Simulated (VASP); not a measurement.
## VASP run on Ge

System: Ge (diamond type, first atom moved by 0.06 Å along [111]), 2 atoms in the cell.

VASP input. INCAR
```
ISMEAR = -1
SIGMA = 0.05
ISIF = 2
LHFCALC = .TRUE.
GGA = PE
HFSCREEN = 0.20787
NBANDS = 18
LASPH = .TRUE.
LMAXMIX = 4
NELM = 60
LREAL = .FALSE.
EDIFF = 1E-7
ALGO = Normal
PREC = Normal
ISTART = 1
ICHARG = 0
NELMIN = 4
ENCUT = 310.3
```

KPOINTS
```
mesh
0
Gamma
4 4 4
0 0 0
```

POSCAR
```
Ge
1.0
     0.000000    2.880000    2.880000
     2.880000    0.000000    2.880000
     2.880000    2.880000    0.000000
Ge
2
Direct
  0.006014 0.006014 0.006014
  0.250000 0.250000 0.250000
```

Potentials (PBE.64), in the order of POSCAR: Ge_d

The WAVECAR comes from an earlier, cheaper step on the same cell.

Output, in brief

```
Pressure             : -3.05 GPa
Free energy TOTEN    : -10.4149 eV
Energy (σ→0)         : -10.4141 eV
Smearing term TS     : 0.8 meV/atom
Valence electrons    : 28
Irreducible k-points : 13
```

| atom | Fx (eV/Å) | Fy (eV/Å) | Fz (eV/Å) |
| --- | --- | --- | --- |
| Ge1 | -0.437 | -0.437 | -0.437 |
| Ge2 | 0.437 | 0.437 | 0.437 |

Stress tensor in GPa, compression positive:
```
-3.05  0.88  0.88
 0.88 -3.05  0.88
 0.88  0.88 -3.05
```

VASP prints the stress at a fixed plane-wave basis, so it holds the Pulay stress of this cutoff.

The k-mesh is coarse, so these values belong to this mesh and can lie far from the converged ones. At or near VASP's default cutoff a basis error can pull the printed pressure down, by about 1 GPa or less for soft potentials and by 10 GPa or more for hard ones such as O, N and F, so even its sign can be wrong. Potentials made with PBE were used with another functional.
